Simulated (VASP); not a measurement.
Wanted: the native input for a VASP 6.6.1 run.

| Property | Result |
| --- | --- |
| Task | relaxation of cell and atoms |
| Functional | PBE |
| Potentials or basis | VASP PAW PBE potentials, release 64 (Si, W_sv) |
| Cutoff | 520 eV |
| k mesh | 26 × 26 × 26 |
| Occupations | gaussian, width 0.1 eV |
| Spin | no spin polarisation |
| Further INCAR settings | ALGO = Normal; EDIFF = 1e-07; IBRION = 2; EDIFFG = -0.002; NSW = 80; ISIF = 3 |

The structure of Si2W lies in POSCAR:

```
Si2W
1.0
   -1.6069000000      1.6069000000      3.9149500000
    1.6069000000     -1.6069000000      3.9149500000
    1.6069000000      1.6069000000     -3.9149500000
Si W
2 1
Direct
    0.3347000000      0.3347000000      0.0000000000
    0.6653000000      0.6653000000      0.0000000000
    0.0000000000      0.0000000000      0.0000000000
```

The input as run:

INCAR

```
SYSTEM = Si2W
PREC = Accurate ; ENCUT = 520
EDIFF = 1E-7 ; ISMEAR = 0
SIGMA = 0.1 ; LREAL = .False.
LASPH = .True. ; NELM = 60
ALGO = Normal ; ISIF = 3
LWAVE = .False. ; LCHARG = .False.
GGA = PE ; IBRION = 2
NSW = 80 ; EDIFFG = -0.002
KPAR = 4
```

KPOINTS

```
regular mesh
0
Gamma
  26 26 26
  0 0 0
```

Potentials or basis: VASP PAW PBE potentials, release 64 (Si, W_sv).

Launch:

```bash
$ cat potpaw_PBE.64/Si/POTCAR potpaw_PBE.64/W_sv/POTCAR > POTCAR
$ mpirun -np 4 vasp_std > vasp.out
```

Results of the run:

```json
{"Relaxed volume": "13.68 Å³/atom", "Relaxed cell": "a = 4.549 Å, b = 4.549 Å, c = 4.549 Å, α = 138.41°, β = 138.41°, γ = 60.27°", "Space group after relaxing (to 0.05 Å)": "I4/mmm (No. 139)", "Energy gained by relaxing": "2.1 meV/atom", "Ionic steps": "8", "Pressure after relaxing": "0.0 GPa", "Band gap on the k mesh": "none (metal or under the smearing width)"}
```

It took 17 min on 4 MPI ranks on AMD EPYC 9R14 (Zen 4) (shared host), peak memory 0.87 GiB a rank.
